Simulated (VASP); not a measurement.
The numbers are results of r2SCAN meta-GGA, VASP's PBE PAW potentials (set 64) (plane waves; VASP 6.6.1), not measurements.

VASP input:

POSCAR:
```
PbSe
1.0
  0.0000000000   3.0908250000   3.0908250000
  3.0908250000   0.0000000000   3.0908250000
  3.0908250000   3.0908250000   0.0000000000
Pb Se
1 1
Cartesian
  0.0000000000   0.0000000000   0.0000000000
  3.0908250000   3.0908250000   3.0908250000
```

INCAR:
```
# general
SYSTEM   =  PbSe
PREC     =  Accurate
ENCUT    =  400
LREAL    =  .FALSE.
LASPH    =  .TRUE.

# electronic loop
EDIFF    =  1E-6
NELM     =  100
ALGO     =  Normal
LMAXMIX  =  4
LMIXTAU  =  .TRUE.

# smearing
ISMEAR   =  0
SIGMA    =  0.05

# functional
METAGGA  =  R2SCAN

# ions
IBRION   =  2
NSW      =  60
ISIF     =  3
EDIFFG   =  -0.01

# output
LWAVE    =  .FALSE.
LCHARG   =  .FALSE.
```

KPOINTS:
```
Automatic mesh
0
Gamma
7 7 7
0 0 0
```

POTCAR, in this order: Pb_d Se (PBE.64 set). Program: vasp_std.

Q: What will the output report for the number of irreducible k-points (NKPTS), largest plane-wave count, number of space-group operations, FFT grid (NGX, NGY, NGZ)?

A: 
| Property | Value |
|---|---|
| number of irreducible k-points (NKPTS) | 20 |
| largest plane-wave count | 1086 |
| number of space-group operations | 48 |
| FFT grid (NGX, NGY, NGZ) | 30 × 30 × 30 |

The structure comes from a computed database's PbSe entry (Fm-3m); how it stands against other phases isn't given here. This run relaxes it. Symmetry was kept, so distortions that lower it aren't found.
